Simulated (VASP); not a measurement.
Calculation: PBE GGA, VASP's PBE PAW potentials (set 64) (plane waves; VASP).

VASP input:

### POSCAR
```
CoAl
1.0
  2.8498343040   0.0000000000   0.0000000000
  0.0000000000   2.8498343040   0.0000000000
  0.0000000000   0.0000000000   2.8498343040
Al Co
1 1
Cart
  1.4249171520   1.4249171520   1.4249171520
  0.0000000000   0.0000000000   0.0000000000
```

KPOINTS:
```
Automatic
0
gamma
12 12 12
```

**INCAR**
```
# general
SYSTEM   =  CoAl
PREC     =  Accurate
ENCUT    =  480
LREAL    =  F
LASPH    =  T

# electronic loop
EDIFF    =  1E-7
NELM     =  100
ALGO     =  Normal
LMAXMIX  =  4

# smearing
ISMEAR   =  1
SIGMA    =  0.1

# functional
GGA      =  PE

# ions
ISIF     =  2

# output
LWAVE    =  F
LCHARG   =  F
```

POTCAR, in this order: Al Co (PBE.64 set). Program: vasp_std.

Output

OUTCAR:
```
 ion  position               nearest neighbor table
   1  0.500  0.500  0.500-   2 2.47   2 2.47   2 2.47   2 2.47   2 2.47   2 2.47   2 2.47   2 2.47
  LATTYP: Found a simple cubic cell.
 ALAT       =     2.8498343040
 Subroutine PRICEL returns:
 Original cell was already a primitive cell.
 Subroutine GETGRP returns: Found 48 space group operations
The static configuration has the point symmetry O_h .
The dynamic configuration has the point symmetry O_h .
 Subroutine INISYM returns: Found 48 space group operations
 Subroutine IBZKPT returns following result:
 Found     84 irreducible k-points:

 Following reciprocal coordinates:
            Coordinates               Weight
  0.000000  0.000000  0.000000      1.000000
  0.083333  0.000000  0.000000      6.000000
  0.166667  0.000000  0.000000      6.000000
  0.250000  0.000000  0.000000      6.000000
  0.333333  0.000000  0.000000      6.000000
  0.416667  0.000000  0.000000      6.000000
  0.500000  0.000000  0.000000      3.000000
  0.083333  0.083333  0.000000     12.000000
  0.166667  0.083333  0.000000     24.000000
  0.250000  0.083333  0.000000     24.000000
  0.333333  0.083333  0.000000     24.000000
  0.416667  0.083333  0.000000     24.000000
  0.500000  0.083333  0.000000     12.000000
  0.166667  0.166667  0.000000     12.000000
  0.250000  0.166667  0.000000     24.000000
  0.333333  0.166667  0.000000     24.000000
  0.416667  0.166667  0.000000     24.000000
  0.500000  0.166667  0.000000     12.000000
  0.250000  0.250000  0.000000     12.000000
  0.333333  0.250000  0.000000     24.000000
  0.416667  0.250000  0.000000     24.000000
  0.500000  0.250000  0.000000     12.000000
  0.333333  0.333333  0.000000     12.000000
  0.416667  0.333333  0.000000     24.000000
  0.500000  0.333333  0.000000     12.000000
...
```

**OSZICAR**
```
       N       E                     dE             d eps       ncg     rms          rms(c)
DAV:   1     0.333866761753E+02    0.33387E+02   -0.50565E+03  1720   0.117E+03
DAV:   2    -0.124039452455E+02   -0.45791E+02   -0.43237E+02  1702   0.185E+02
DAV:   3    -0.136358056336E+02   -0.12319E+01   -0.12218E+01  2014   0.393E+01
DAV:   4    -0.136573663871E+02   -0.21561E-01   -0.21552E-01  2040   0.469E+00
DAV:   5    -0.136580995782E+02   -0.73319E-03   -0.73311E-03  1972   0.859E-01    0.125E+01
DAV:   6    -0.164229357234E+02   -0.27648E+01   -0.72245E+01  1906   0.127E+02    0.175E+01
DAV:   7    -0.120072354534E+02    0.44157E+01   -0.32026E+01  1842   0.808E+01    0.181E+00
DAV:   8    -0.120021024936E+02    0.51330E-02   -0.21794E-01  1752   0.411E+00    0.118E+00
DAV:   9    -0.119883048845E+02    0.13798E-01   -0.43035E-02  2078   0.296E+00    0.300E-01
DAV:  10    -0.119878175059E+02    0.48738E-03   -0.13749E-03  2090   0.512E-01    0.131E-01
DAV:  11    -0.119878070770E+02    0.10429E-04   -0.31131E-05  2208   0.577E-02    0.251E-02
DAV:  12    -0.119878024400E+02    0.46370E-05   -0.22148E-05  1990   0.651E-02    0.551E-03
DAV:  13    -0.119878023940E+02    0.45976E-07   -0.38451E-07  1728   0.563E-03
   1 F= -.11987802E+02 E0= -.11987761E+02  d E =-.125092E-03
```

### OUTCAR
```
------------------------ aborting loop because EDIFF is reached ----------------------------------------
  FORCE on cell =-STRESS in cart. coord.  units (eV):
  Direction    XX          YY          ZZ          XY          YZ          ZX
  --------------------------------------------------------------------------------------
  Total        0.0456543      0.0456543      0.0456543      0.0000000      0.0000000     -0.0000000
  in kB        3.1603367      3.1603367      3.1603367      0.0000000      0.0000000     -0.0000000
  external PRESSURE =       3.1603367 kB  Pullay stress =       0.0000000 kB
  volume of cell :       23.15
      direct lattice vectors                 reciprocal lattice vectors
     2.849834304  0.000000000  0.000000000     0.350897594  0.000000000  0.000000000
     0.000000000  2.849834304  0.000000000     0.000000000  0.350897594  0.000000000
     0.000000000  0.000000000  2.849834304     0.000000000  0.000000000  0.350897594
 POSITION                                       TOTAL-FORCE (eV/Angst)
 -----------------------------------------------------------------------------------
      1.42492      1.42492      1.42492         0.000000      0.000000      0.000000
      0.00000      0.00000      0.00000         0.000000      0.000000      0.000000
 -----------------------------------------------------------------------------------
    total drift:                               -0.000000      0.000000     -0.000000
  FREE ENERGIE OF THE ION-ELECTRON SYSTEM (eV)
  ---------------------------------------------------
  free  energy   TOTEN  =       -11.9878023940 eV

  energy  without entropy=      -11.9876773015  energy(sigma->0) =      -11.98776070
```
(Selected blocks of OUTCAR.)

The compound is CoAl in the CsCl type structure. It was relaxed first. The run is not spin-polarised, so no magnetic state was tried.
